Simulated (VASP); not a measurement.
Computed with PBEsol GGA with spin-orbit coupling, VASP's PBE PAW potentials (set 64) (plane waves; VASP).

VASP input:

**POSCAR**
```
GaN
10.3602050
  0.1535898126  -0.2660253553   0.0000000000
  0.1535898126   0.2660253553   0.0000000000
  0.0000000000   0.0000000000   0.4999999915
Ga N
2 2
Cartesian
  0.1535898126  -0.0886752958   0.2500166962
  0.1535898126   0.0886752958   0.0000167004
  0.1535898126  -0.0886752958   0.4384832922
  0.1535898126   0.0886752958   0.1884832964
```

**KPOINTS**
```
Automatic mesh
0
Gamma
7 7 4
0 0 0
```

### INCAR
```
! general
SYSTEM    =GaN
PREC      =Accurate
ENCUT     =520
LREAL     =.FALSE.
LASPH     =.TRUE.

! electronic loop
EDIFF     =1E-6
NELM      =100
ALGO      =Normal
LMAXMIX   =4

! smearing
ISMEAR    =0
SIGMA     =0.05

! functional
GGA       =PS
GGA_COMPAT=.FALSE.

! spin
MAGMOM    =12*0
LSORBIT   =.TRUE.

! output
LWAVE     =.FALSE.
LCHARG    =.FALSE.
```

### KPOINTS_OPT
```
k-points along high-symmetry lines
5
Line-mode
Reciprocal
  0.000000   0.000000   0.000000 ! GAMMA
  0.000000   0.500000   0.000000 ! M

  0.000000   0.500000   0.000000 ! M
 -0.333333   0.666667   0.000000 ! K

 -0.333333   0.666667   0.000000 ! K
  0.000000   0.000000   0.000000 ! GAMMA

  0.000000   0.000000   0.000000 ! GAMMA
  0.000000   0.000000   0.500000 ! A

  0.000000   0.000000   0.500000 ! A
  0.000000   0.500000   0.500000 ! L

  0.000000   0.500000   0.500000 ! L
 -0.333333   0.666667   0.500000 ! H

 -0.333333   0.666667   0.500000 ! H
  0.000000   0.000000   0.500000 ! A

  0.000000   0.500000   0.500000 ! L
  0.000000   0.500000   0.000000 ! M

 -0.333333   0.666667   0.500000 ! H
 -0.333333   0.666667   0.000000 ! K
```

POTCAR, in this order: Ga_d N (PBE.64 set). Program: vasp_ncl.

Output of the run:

File OUTCAR:
```
 ion  position               nearest neighbor table
   1  0.667  0.333  0.500-   4 1.94   4 1.94   4 1.94   3 1.95
   2  0.333  0.667  0.000-   3 1.94   3 1.94   3 1.94   4 1.95
   3  0.667  0.333  0.877-   2 1.94   2 1.94   2 1.94   1 1.95
   4  0.333  0.667  0.377-   1 1.94   1 1.94   1 1.94   2 1.95
  LATTYP: Found a hexagonal cell.
 ALAT       =     3.1824438556
 C/A-ratio  =     1.6277121129
 Subroutine PRICEL returns:
 Original cell was already a primitive cell.
 Subroutine GETGRP returns: Found 12 space group operations
The static configuration has the point symmetry C_3v.
 The point group associated with its full space group is C_6v.
The dynamic configuration has the point symmetry C_3v.
The overall configuration has the point symmetry C_3v.
 Subroutine INISYM returns: Found 12 space group operations
 Subroutine IBZKPT returns following result:
 Found     32 irreducible k-points:

 Following reciprocal coordinates:
            Coordinates               Weight
  0.000000  0.000000  0.000000      1.000000
  0.142857  0.000000  0.000000      6.000000
  0.285714  0.000000  0.000000      6.000000
  0.428571  0.000000  0.000000      6.000000
...
```

File OSZICAR:
```
       N       E                     dE             d eps       ncg     rms          rms(c)
DAV:   1     0.393926704130E+03    0.39393E+03   -0.16797E+04  3040   0.306E+03
DAV:   2     0.489149783499E+02   -0.34501E+03   -0.33180E+03  2936   0.712E+02
DAV:   3    -0.237102371246E+02   -0.72625E+02   -0.70664E+02  3260   0.224E+02
DAV:   4    -0.297549081100E+02   -0.60447E+01   -0.59981E+01  3580   0.658E+01
DAV:   5    -0.299220654823E+02   -0.16716E+00   -0.16663E+00  3712   0.114E+01    0.102E+01
DAV:   6    -0.262107662071E+02    0.37113E+01   -0.12608E+01  5172   0.575E+01    0.300E+00
DAV:   7    -0.263242737847E+02   -0.11351E+00   -0.19858E+00  3076   0.110E+01    0.261E+00
DAV:   8    -0.263007134898E+02    0.23560E-01   -0.31125E-01  4060   0.934E+00    0.841E-01
DAV:   9    -0.262769817746E+02    0.23732E-01   -0.11347E-01  4368   0.621E+00    0.240E-01
DAV:  10    -0.262779105369E+02   -0.92876E-03   -0.88261E-03  3172   0.908E-01    0.111E-01
DAV:  11    -0.262779767155E+02   -0.66179E-04   -0.32941E-04  3872   0.250E-01    0.333E-02
DAV:  12    -0.262779590739E+02    0.17642E-04   -0.17898E-04  5060   0.190E-01    0.977E-03
DAV:  13    -0.262779625096E+02   -0.34357E-05   -0.37654E-05  3072   0.537E-02    0.113E-02
DAV:  14    -0.262779617578E+02    0.75183E-06   -0.15368E-06  2532   0.144E-02
   1 F= -.26277962E+02 E0= -.26277962E+02  d E =-.462976E-15  mag=     0.0000    -0.0000    -0.0000
       N       E                     dE             ncg
       N       E                     dE             ncg
```

**OUTCAR**
```
------------------------ aborting loop because EDIFF is reached ----------------------------------------
  FORCE on cell =-STRESS in cart. coord.  units (eV):
  Direction    XX          YY          ZZ          XY          YZ          ZX
  --------------------------------------------------------------------------------------
  Total       -0.0152297     -0.0152297      0.0440566      0.0000000      0.0000000      0.0000000
  in kB       -0.5370449     -0.5370449      1.5535723      0.0000000      0.0000000      0.0000000
  external PRESSURE =       0.1598275 kB  Pullay stress =       0.0000000 kB
  volume of cell :       45.43
      direct lattice vectors                 reciprocal lattice vectors
     1.591221944 -2.756077216  0.000000000     0.314223922 -0.181417268  0.000000000
     1.591221944  2.756077216  0.000000000     0.314223922  0.181417268  0.000000000
     0.000000000  0.000000000  5.180102412     0.000000000  0.000000000  0.193046376
  FREE ENERGIE OF THE ION-ELECTRON SYSTEM (eV)
  ---------------------------------------------------
  free  energy   TOTEN  =       -26.2779617578 eV

  energy  without entropy=      -26.2779617578  energy(sigma->0) =      -26.27796176

 Ion:    1  E_soc:     -0.0108833

 Ion:    2  E_soc:     -0.0108833

 Ion:    3  E_soc:     -0.0000937

 Ion:    4  E_soc:     -0.0000937
```
(Selected blocks of OUTCAR.)

The compound is GaN in the wurtzite structure. It was relaxed first.
